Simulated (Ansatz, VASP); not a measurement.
## One calculation of Ga2AsN, two programs

INCAR

```
PREC = Accurate
ENCUT = 520
EDIFF = 1E-7
ISMEAR = 0
SIGMA = 0.1
LREAL = False
LASPH = True
NELM = 80
ALGO = Normal
ISIF = 2
LWAVE = False
LCHARG = True
GGA = PE
LELF = True
LVHAR = True
NBANDS = 26
```

KPOINTS

```
regular mesh
0
Gamma
  6 6 4
```

File POSCAR:

```
Ga2AsN
1.0
    3.6934368000      0.0000000000      0.0000000000
    0.0000000000      3.6934368000      0.0000000000
    0.0000000000      0.0000000000      5.2233084100
Ga As N
2 1 1
Direct
    0.0000000000      0.0000000000      0.5000000000
    0.5000000000      0.5000000000      0.0000000000
    0.0000000000      0.0000000000      0.0000000000
    0.5000000000      0.5000000000      0.5000000000
```

Input for Ansatz:

```yaml
crystal:
  lattice:
    - [3.6934368, 0.0, 0.0]
    - [0.0, 3.6934368, 0.0]
    - [0.0, 0.0, 5.22330841]
  atoms:
    - { symbol: Ga, position: [0.0, 0.0, 0.5] }
    - { symbol: Ga, position: [0.5, 0.5, 0.0] }
    - { symbol: As, position: [0.0, 0.0, 0.0] }
    - { symbol: "N", position: [0.5, 0.5, 0.5] }
basis:
  ecutwfc: 420
kpoints:
  mp_grid: { grid: [6, 6, 4] }
hamiltonian:
  xc: pbe
scf:
  occupations: { method: gaussian, width: 0.1 }
  lower_state_search: "off"
output:
  forces: true
  stress: true
  eigenvalues: true
```

Alike in both runs: task single point; functional PBE; k mesh 6 × 6 × 4; occupations gaussian, width 0.1 eV; no spin polarisation.

```csv
,VASP,Ansatz
version,VASP 6.6.1,Ansatz 0.2.0
potentials or method,"VASP PAW PBE potentials, release 64 (Ga_d, As, N)","scalar-relativistic, plane waves, PAW"
plane-wave cutoff (eV),520,420
valence electrons in the cell,36,46
```

VASP gave:

```
gap on the k mesh at the Fermi level (eV)       : none
pressure (GPa)                                  : -10.2
largest component of the traceless stress (GPa) : 0.07
```

Estimate Ansatz's values.

gap on the k mesh at the Fermi level (eV): none; pressure (GPa): -10.3; largest component of the traceless stress (GPa): 0.07.

A gap of «none» marks a metal or a gap that the smearing closes. The two sets of potentials don't hold the same shells in valence.
